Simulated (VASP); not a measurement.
Wanted: the native input for a VASP 6.6.1 run.

| Property | Result |
| --- | --- |
| Task | band structure |
| Functional | PBE |
| Potentials or basis | VASP PAW PBE potentials, release 64 (Ir) |
| Cutoff | 520 eV |
| k mesh | 18 × 18 × 18 |
| Occupations | gaussian, width 0.1 eV |
| Spin | no spin polarisation |
| Further INCAR settings | ALGO = Normal; EDIFF = 1e-07; NBANDS = 10 |

Crystal: Ir.

```
Ir
1.0
     0.00000    1.93528    1.93528
     1.93528    0.00000    1.93528
     1.93528    1.93528    0.00000
Ir
1
Direct
  0.00000 0.00000 0.00000
```

One way to write it, as run:

POSCAR

```
Ir
1.0
    0.0000000000      1.9352840000      1.9352840000
    1.9352840000      0.0000000000      1.9352840000
    1.9352840000      1.9352840000      0.0000000000
Ir
1
Direct
    0.0000000000      0.0000000000      0.0000000000
```

INCAR.step1

```
SYSTEM = Ir
ALGO = Normal ; EDIFF = 1E-7
ENCUT = 520 ; GGA = PE
ISIF = 2 ; ISMEAR = 0
LASPH = .TRUE. ; LCHARG = .TRUE.
LMAXMIX = 4 ; LREAL = .FALSE.
LWAVE = .FALSE. ; NBANDS = 10
NELM = 80 ; PREC = Accurate
SIGMA = 0.1
```

KPOINTS.step1

```
k-points
0
G
  18 18 18
  0 0 0
```

INCAR.step2

```
SYSTEM = Ir
ALGO = Normal ; EDIFF = 1E-7
ENCUT = 520 ; GGA = PE
ICHARG = 11 ; ISIF = 2
ISMEAR = 0 ; LASPH = .TRUE.
LCHARG = .FALSE. ; LMAXMIX = 4
LREAL = .FALSE. ; LWAVE = .FALSE.
NBANDS = 10 ; NELM = 80
PREC = Accurate ; SIGMA = 0.05
```

KPOINTS.step2

```
path GXWKGLUWLK,UX
10
line-mode
reciprocal
 0.0000000000  0.0000000000  0.0000000000  G
 0.5000000000  0.0000000000  0.5000000000  X

 0.5000000000  0.0000000000  0.5000000000  X
 0.5000000000  0.2500000000  0.7500000000  W

 0.5000000000  0.2500000000  0.7500000000  W
 0.3750000000  0.3750000000  0.7500000000  K

 0.3750000000  0.3750000000  0.7500000000  K
 0.0000000000  0.0000000000  0.0000000000  G

 0.0000000000  0.0000000000  0.0000000000  G
 0.5000000000  0.5000000000  0.5000000000  L

 0.5000000000  0.5000000000  0.5000000000  L
 0.6250000000  0.2500000000  0.6250000000  U

 0.6250000000  0.2500000000  0.6250000000  U
 0.5000000000  0.2500000000  0.7500000000  W

 0.5000000000  0.2500000000  0.7500000000  W
 0.5000000000  0.5000000000  0.5000000000  L

 0.5000000000  0.5000000000  0.5000000000  L
 0.3750000000  0.3750000000  0.7500000000  K

 0.6250000000  0.2500000000  0.6250000000  U
 0.5000000000  0.0000000000  0.5000000000  X
```

Potentials or basis: VASP PAW PBE potentials, release 64 (Ir).

Run with:

```console
$ cat potpaw_PBE.64/Ir/POTCAR > POTCAR
$ cp INCAR.step1 INCAR
$ cp KPOINTS.step1 KPOINTS
$ mpirun -np 1 vasp_std > vasp.out
$ cp INCAR.step2 INCAR
$ cp KPOINTS.step2 KPOINTS
$ mpirun -np 1 vasp_std > vasp.out
```

It gave:

| Item | Value |
| --- | --- |
| Band gap along the path | none (metal or under the smearing width) |

Caveat: the log is that of the step along the path at fixed density, whose energy, stress, charges and moments have no meaning; spin-orbit coupling is left out, which moves the levels of the heavy elements.

Run time: 18 s on 1 thread of AMD EPYC 9R14 (Zen 4), on a shared host, peak memory 0.12 GiB.
